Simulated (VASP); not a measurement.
Output of a VASP run:

OSZICAR:
```
       N       E                     dE             d eps       ncg     rms          rms(c)
DAV:   1     0.782444383029E+02    0.78244E+02   -0.74586E+03  8832   0.106E+03
DAV:   2    -0.127020455486E+02   -0.90946E+02   -0.81129E+02  8667   0.227E+02
DAV:   3    -0.153605087187E+02   -0.26585E+01   -0.25902E+01 10669   0.472E+01
DAV:   4    -0.153874952628E+02   -0.26987E-01   -0.26975E-01  9475   0.417E+00
DAV:   5    -0.153882409695E+02   -0.74571E-03   -0.74569E-03 11253   0.777E-01    0.160E+01
DAV:   6    -0.164119582065E+02   -0.10237E+01   -0.16755E+01  9271   0.896E+01    0.246E+01
DAV:   7    -0.142120569046E+02    0.21999E+01   -0.85725E+00 10708   0.754E+01    0.788E+00
DAV:   8    -0.141742584262E+02    0.37798E-01   -0.44673E-01 10373   0.118E+01    0.397E+00
DAV:   9    -0.140927263172E+02    0.81532E-01   -0.16145E-01 11767   0.897E+00    0.161E+00
DAV:  10    -0.140922219467E+02    0.50437E-03   -0.31957E-02 12798   0.308E+00    0.682E-01
DAV:  11    -0.140911953732E+02    0.10266E-02   -0.45816E-03 11777   0.146E+00    0.237E-01
DAV:  12    -0.140913957967E+02   -0.20042E-03   -0.52844E-04 10225   0.382E-01    0.804E-02
DAV:  13    -0.140914311305E+02   -0.35334E-04   -0.35569E-05 10456   0.745E-02    0.460E-02
DAV:  14    -0.140914369685E+02   -0.58380E-05   -0.18266E-05 11477   0.969E-02    0.125E-02
DAV:  15    -0.140914395113E+02   -0.25428E-05   -0.24550E-06  7688   0.226E-02    0.370E-03
DAV:  16    -0.140914399547E+02   -0.44342E-06   -0.63140E-07  5306   0.992E-03
   1 F= -.14091440E+02 E0= -.14091599E+02  d E =0.478558E-03  mag=     3.5207
```

OUTCAR:
```
------------------------ aborting loop because EDIFF is reached ----------------------------------------
  FORCE on cell =-STRESS in cart. coord.  units (eV):
  Direction    XX          YY          ZZ          XY          YZ          ZX
  --------------------------------------------------------------------------------------
  Total       -0.9957191     -0.9957191     -0.8593629      0.0000000     -0.0000000      0.0000000
  in kB      -54.7690472    -54.7690472    -47.2688420      0.0000000     -0.0000000      0.0000000
  external PRESSURE =     -52.2689788 kB  Pullay stress =       0.0000000 kB
  volume of cell :       29.13
      direct lattice vectors                 reciprocal lattice vectors
     2.774400000  0.000000000  0.000000000     0.360438293  0.000000000  0.000000000
     0.000000000  2.774400000  0.000000000     0.000000000  0.360438293  0.000000000
     0.000000000  0.000000000  3.784200000     0.000000000  0.000000000  0.264256646
 POSITION                                       TOTAL-FORCE (eV/Angst)
 -----------------------------------------------------------------------------------
      0.00000      0.00000      0.00000         0.000000      0.000000      0.000000
      1.38720      1.38720      1.89210         0.000000      0.000000      0.000000
 -----------------------------------------------------------------------------------
    total drift:                                0.000000     -0.000000     -0.000000
  FREE ENERGIE OF THE ION-ELECTRON SYSTEM (eV)
  ---------------------------------------------------
  free  energy   TOTEN  =       -14.0914399547 eV

  energy  without entropy=      -14.0919185126  energy(sigma->0) =      -14.09159947

 total charge

# of ion       s       p       d       tot
------------------------------------------
    1        0.398   0.417   6.054   6.869
    2        0.691   0.604   8.036   9.331
--------------------------------------------------
tot          1.089   1.021  14.091  16.201

 magnetization (x)

# of ion       s       p       d       tot
------------------------------------------
    1        0.009  -0.008   3.202   3.203
    2       -0.025  -0.068   0.414   0.321
--------------------------------------------------
tot         -0.016  -0.076   3.616   3.524
```
(Selected blocks of OUTCAR.)

### POSCAR
```
FePt
1
    2.7744000000     0.0000000000     0.0000000000
    0.0000000000     2.7744000000     0.0000000000
    0.0000000000     0.0000000000     3.7842000000
Fe Pt
1 1
Direct
  0.0000000000   0.0000000000   0.0000000000
  0.5000000000   0.5000000000   0.5000000000
```

### Question
Reconstruct the remaining input files.

### Answer
Several could match; the one computed here: the input of the run itself, PBE GGA + U (Dudarev), plane waves, VASP's PBE PAW potentials (set 64).

INCAR:
```
! general
SYSTEM    = FePt
PREC      = Accurate
ENCUT     = 400
LREAL     = .FALSE.
LASPH     = .TRUE.

! electronic loop
EDIFF     = 1E-6
NELM      = 100
ALGO      = Normal
LMAXMIX   = 6

! smearing
ISMEAR    = 1
SIGMA     = 0.1

! functional
GGA       = PE

! spin
ISPIN     = 2
MAGMOM    = 3.0 0.0

! DFT+U
LDAU      = .TRUE.
LDAUTYPE  = 2
LDAUL     = 2 -1
LDAUU     = 1.0 0
LDAUJ     = 0 0
LDAUPRINT = 1

! ions
ISIF      = 2

! output
LWAVE     = .FALSE.
LCHARG    = .FALSE.
LORBIT    = 10
```

File KPOINTS:
```
K-points
0
G
  12 12 9
0 0 0
```

POTCAR, in this order: Fe Pt (PBE.64 set). Program: vasp_std.

The compound is FePt in the L1_0 structure. The cell was not relaxed at this level. The run is one of a series of settings (LDAU = .TRUE., LDAUJ = 0 0, LDAUL = 2 -1, LDAUTYPE = 2, LDAUU = 1.0 0 against the base run), some of them coarse on purpose.
